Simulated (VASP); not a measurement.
Consider the following.

```
CELL_PARAMETERS angstrom
      4.17997     0.00000     0.00000
     -2.08999     3.61996     0.00000
      0.00000     0.00000     7.15724
ATOMIC_POSITIONS crystal
  Mg 0.00000 0.00000 0.00000
  I  0.33333 0.66667 0.24200
  I  0.66667 0.33333 0.75800
```

These are r2SCAN meta-GGA, VASP's PBE PAW potentials (set 64) (plane waves; VASP 6.6.1) values and carry that method's errors. Settings: PREC = Normal, EDIFF = 1E-5, 400 eV cut-off, 8×8×4 Γ-centred mesh, Gaussian smearing of 0.050 eV, potentials Mg I.

**Question.** The ions are relaxed. What does this cell relax into?

**Answer.** 
```
CELL_PARAMETERS angstrom
      4.17997     0.00000     0.00000
     -2.08999     3.61996     0.00000
      0.00000     0.00000     7.15724
ATOMIC_POSITIONS crystal
  Mg 0.00000 0.00000 0.00000
  I  0.33333 0.66667 0.23256
  I  0.66667 0.33333 0.76744
```
Space group P-3m1 (164), at a tolerance of 0.03 Å.

**Question.** How much energy does the relaxation gain?

**Answer.** The energy (σ→0) changes by -8.1 meV/atom, in 3 ionic steps.

```
step  E(σ→0) (eV)  max force (eV/Å)  pressure (GPa)  volume (Å³)
----  -----------  ----------------  --------------  -----------
1        -56.9106             0.355           -0.95       108.30
2        -56.9212             0.265           -0.70       108.30
3        -56.9349             0.004            0.02       108.30
```

The compound is MgI2 in the 1T layered structure. This run relaxes the ions in a fixed cell. Symmetry was kept, so distortions that lower it aren't found.
